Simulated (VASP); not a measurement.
Input for VASP

### POSCAR
```
TiC
3.0435720
  0.0000000000   0.7071067079   0.7071067079
  0.7071067079   0.0000000000   0.7071067079
  0.7071067079   0.7071067079   0.0000000000
Ti C
1 1
Cart
  0.0000000000   0.0000000000   0.0000000000
  0.7071067079   0.7071067079   0.7071067079
```

### INCAR
```
! general
SYSTEM =TiC
PREC   =Accurate
ENCUT  =520
LREAL  =.FALSE.
LASPH  =.TRUE.   ! aspherical one-centre terms

! electronic loop
EDIFF  =1E-7
NELM   =100
ALGO   =Normal   ! blocked Davidson
LMAXMIX=4   ! l cut-off of mixed one-centre charges

! smearing
ISMEAR =-5

! functional
GGA    =PE
IVDW   =11   ! D3, zero damping

! ions
ISIF   =2   ! forces and stress, cell fixed

! output
LWAVE  =.FALSE.
LCHARG =.TRUE.
LORBIT =11
NEDOS  =601   ! DOS grid
```

File KPOINTS:
```
K-points
0
Gamma
  16 16 16
0 0 0
```

POTCAR, in this order: Ti_sv C (PBE.64 set). Program: vasp_std.

### Question
Write an equivalent input for Quantum ESPRESSO's pw.x.

### Answer
One equivalent input (not run):
```
&CONTROL
  calculation = 'scf'
  pseudo_dir = './pseudo'
  outdir = './out'
  tprnfor = .true.
  tstress = .true.
/
&SYSTEM
  ibrav = 0
  nat = 2
  ntyp = 2
  ecutwfc = 84
  occupations = 'tetrahedra'
  input_dft = 'pbe'
  vdw_corr = 'grimme-d3'
  dftd3_version = 3
  dftd3_threebody = .false.
/
&ELECTRONS
  conv_thr = 7.3e-09
  electron_maxstep = 100
/
ATOMIC_SPECIES
  Ti 47.867 Ti.upf
  C 12.011 C.upf
CELL_PARAMETERS angstrom
     0.0000000    2.1521302    2.1521302
     2.1521302    0.0000000    2.1521302
     2.1521302    2.1521302   -0.0000000
ATOMIC_POSITIONS crystal
  Ti   0.0000000  0.0000000  0.0000000
  C    0.5000000  0.5000000  0.5000000
K_POINTS automatic
  16 16 16 0 0 0
```
The two are equivalent in intent, not identical: the potentials are each code's own (VASP's PAW set, PseudoDojo norm-conserving files in pw.x), so ENCUT and ecutwfc are chosen apart and not converted; conv_thr bounds pw.x's estimated SCF error, while EDIFF bounds the energy change between steps.

The compound is TiC in the rock salt structure. It was relaxed first.
